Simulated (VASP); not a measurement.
Shape and ions are relaxed at each volume.

Data:

```xyz
6
Lattice="4.5123 0.0000 0.0000 0.0000 4.5123 0.0000 0.0000 0.0000 2.9789" Properties=species:S:1:pos:R:3 pbc="T T T"
Cr     0.0000     0.0000     0.0000
Cr     2.2561     2.2561     1.4894
O      1.3673     1.3673     0.0000
O      3.6235     0.8888     1.4894
O      0.8888     3.6235     1.4894
O      3.1449     3.1449     0.0000
```
Starting moments (μB, in the order of the record's atoms Cr Cr O O O O): 2.1 2.1 -0.1 -0.1 -0.1 -0.1.

The numbers are results of vdW-DF2, VASP's PBE PAW potentials (set 64) (plane waves; VASP), not measurements. Run with 520 eV cut-off, 7×7×10 Γ-centred mesh, first-order Methfessel-Paxton smearing of 0.10 eV, potentials Cr_pv O.

**Question.** Give the energy at these volumes per atom, relative to the lowest: 9.49, 9.79, 10.10, 10.40, 10.70 Å³.

**Answer.** 28.5, 7.0, 0.0, 5.2, 20.6 meV/atom. A third-order Birch-Murnaghan fit gives B0 = 213 GPa and B0′ = 5.0.

The compound is CrO2 in the rutile structure. It was relaxed first, which changed the volume by +6 %.
